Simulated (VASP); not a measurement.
Given:

```
CELL_PARAMETERS angstrom
      0.00000     2.65492     2.65492
      2.65492     0.00000     2.65492
      2.65492     2.65492     0.00000
ATOMIC_POSITIONS crystal
  Yb 0.00000 0.00000 0.00000
```

The numbers are results of optB88-vdW, VASP's PBE PAW potentials (set 64) (plane waves; VASP), not measurements. Run with 520 eV cut-off, 10×10×10 Γ-centred mesh, tetrahedra with Blöchl corrections, potentials Yb_2.

The 4f electrons are frozen in the core of the lanthanide potential, so 4f levels, which can set the real gap, and their magnetism are missing.

**Question.** What does the run give for the energy per atom (σ→0)?

**Answer.** 
| Item | Result |
|---|---|
| energy per atom (σ→0) | 1.042 eV/atom |

The absolute energy has meaning only against runs of the same code, potentials and settings.

The compound is Yb in the fcc structure. It was relaxed first, which changed the volume by -9 %.
